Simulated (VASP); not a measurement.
Here is a VASP 6.6.1 calculation.

File POSCAR:

```
Na2ZrS2
1.0
   -2.4761800000      2.4761800000      4.0403500000
    2.4761800000     -2.4761800000      4.0403500000
    2.4761800000      2.4761800000     -4.0403500000
Na Zr S
2 1 2
Direct
    0.3567700000      0.3567700000      0.0000000000
    0.6432300000      0.6432300000      0.0000000000
    0.0000000000      0.0000000000      0.0000000000
    0.7500000000      0.2500000000      0.5000000000
    0.2500000000      0.7500000000      0.5000000000
```

The input INCAR.step1:

```
SYSTEM = Na2ZrS2
ALGO = Fast ; EDIFF = 1E-7
ENCUT = 520 ; GGA = PS
ISIF = 2 ; ISMEAR = -1
LASPH = .TRUE. ; LCHARG = .TRUE.
LMAXMIX = 4 ; LREAL = .FALSE.
LWAVE = .FALSE. ; NELM = 80
PREC = Accurate ; SIGMA = 0.05
```

Contents of KPOINTS.step1:

```
k-points
0
G
  6 6 6
  0 0 0
```

File INCAR.step2:

```
SYSTEM = Na2ZrS2
ALGO = Fast ; EDIFF = 1E-7
ENCUT = 520 ; GGA = PS
ICHARG = 11 ; ISIF = 2
ISMEAR = 0 ; LASPH = .TRUE.
LCHARG = .FALSE. ; LMAXMIX = 4
LREAL = .FALSE. ; LWAVE = .FALSE.
NELM = 80 ; PREC = Accurate
SIGMA = 0.05
```

File KPOINTS.step2:

```
path GXYSGZS1NPY1Z,XP
15
line-mode
reciprocal
 0.0000000000  0.0000000000  0.0000000000  G
 0.0000000000  0.0000000000  0.5000000000  X

 0.0000000000  0.0000000000  0.5000000000  X
-0.1878003734  0.1878003734  0.5000000000  Y

-0.1878003734  0.1878003734  0.5000000000  Y
-0.3439001867  0.3439001867  0.3439001867  S

-0.3439001867  0.3439001867  0.3439001867  S
 0.0000000000  0.0000000000  0.0000000000  G

 0.0000000000  0.0000000000  0.0000000000  G
 0.5000000000  0.5000000000 -0.5000000000  Z

 0.5000000000  0.5000000000 -0.5000000000  Z
 0.3439001867  0.6560998133 -0.3439001867  S1

 0.3439001867  0.6560998133 -0.3439001867  S1
 0.0000000000  0.5000000000  0.0000000000  N

 0.0000000000  0.5000000000  0.0000000000  N
 0.2500000000  0.2500000000  0.2500000000  P

 0.2500000000  0.2500000000  0.2500000000  P
 0.5000000000  0.5000000000 -0.1878003734  Y1

 0.5000000000  0.5000000000 -0.1878003734  Y1
 0.5000000000  0.5000000000 -0.5000000000  Z

 0.0000000000  0.0000000000  0.5000000000  X
 0.2500000000  0.2500000000  0.2500000000  P
```

Potentials or basis: VASP PAW PBE potentials, release 64 (Na_pv, Zr_sv, S).

Command:

```sh
$ cat potpaw_PBE.64/Na_pv/POTCAR potpaw_PBE.64/Zr_sv/POTCAR potpaw_PBE.64/S/POTCAR > POTCAR
$ cp INCAR.step1 INCAR
$ cp KPOINTS.step1 KPOINTS
$ mpirun -np 1 vasp_std > vasp.out
$ cp INCAR.step2 INCAR
$ cp KPOINTS.step2 KPOINTS
$ mpirun -np 1 vasp_std > vasp.out
```

Question: What does it give for the band gap along the path?

Answer: None (metal or under the smearing width).

Levels at the corners of the path, in eV from the Fermi level:
```csv
point,band 15,band 16,band 17,band 18,band 19,band 20,band 21,band 22,band 23
Γ,-3.98,-2.90,-1.79,-1.79,-0.87,-0.03,0.31,1.99,1.99
X,-4.03,-2.95,-1.88,-1.36,-0.77,0.36,0.76,1.35,1.65
X,-4.03,-2.95,-1.88,-1.36,-0.77,0.36,0.76,1.35,1.65
Y,-4.04,-2.79,-2.77,-1.51,-0.24,0.33,0.73,0.80,1.57
Y,-4.04,-2.79,-2.77,-1.51,-0.24,0.33,0.73,0.80,1.57
S,-4.00,-2.92,-2.70,-2.29,0.00,0.28,0.51,1.08,1.26
S,-4.00,-2.92,-2.70,-2.29,0.00,0.28,0.51,1.08,1.27
Γ,-3.98,-2.90,-1.79,-1.79,-0.87,-0.03,0.31,1.99,2.01
Γ,-3.98,-2.90,-1.79,-1.79,-0.87,-0.03,0.31,1.99,1.99
Z,-4.34,-2.18,-2.18,-1.90,-0.64,0.39,0.44,1.09,1.09
Z,-4.34,-2.18,-2.18,-1.90,-0.64,0.39,0.44,1.09,1.09
S1,-4.00,-2.92,-2.70,-2.29,0.00,0.28,0.51,1.08,1.26
S1,-4.00,-2.92,-2.70,-2.29,0.00,0.28,0.51,1.08,1.26
N,-3.79,-3.66,-3.31,-3.24,-0.06,0.05,0.75,1.82,1.90
N,-3.79,-3.66,-3.31,-3.24,-0.06,0.05,0.75,1.80,1.90
P,-3.54,-3.54,-1.83,-1.44,-0.25,0.35,0.95,0.96,1.41
P,-3.54,-3.54,-1.83,-1.44,-0.25,0.35,0.95,0.96,1.41
Y1,-4.04,-2.79,-2.77,-1.51,-0.24,0.33,0.73,0.80,1.58
Y1,-4.04,-2.79,-2.77,-1.51,-0.24,0.33,0.73,0.80,1.56
Z,-4.34,-2.18,-2.18,-1.90,-0.64,0.39,0.44,1.09,1.09
X,-4.03,-2.95,-1.88,-1.36,-0.77,0.36,0.76,1.35,1.65
P,-3.54,-3.54,-1.83,-1.44,-0.25,0.35,0.95,0.95,1.41
```

Caveat: the log is that of the step along the path at fixed density, whose energy, stress, charges and moments have no meaning.
